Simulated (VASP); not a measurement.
```
CELL_PARAMETERS angstrom
      0.00000     2.72013     2.72013
      2.72013     0.00000     2.72013
      2.72013     2.72013     0.00000
ATOMIC_POSITIONS crystal
  Ba 0.00000 0.00000 0.00000
  O  0.50000 0.50000 0.50000
```

All values below come from HSEsol screened hybrid, VASP's PBE PAW potentials (set 64) (plane waves; VASP 6.6.1). Settings: 520 eV cut-off, 6×6×6 Γ-centred mesh, Gaussian smearing of 0.050 eV, potentials Ba_sv O.

Unless said otherwise, spin-orbit coupling is left out, though it shifts the bands of the heavy elements here.

Task: Estimate the energy per atom (σ→0), pressure, band gap (on the k-mesh) with the smallest direct gap where there is one.

Result: 
| Property | Result |
|---|---|
| band gap (on the k-mesh) | 2.95 eV |
| smallest direct gap (on the k-mesh) | 2.95 eV |
| energy per atom (σ→0) | -7.170 eV/atom |
| pressure | 3.67 GPa |

The absolute energy has meaning only against runs of the same code, potentials and settings.

The compound is BaO in the rock salt structure. This cell is one point of a volume scan, at 0.91 of the reference volume. The cell's shape comes from a PBE relaxation.
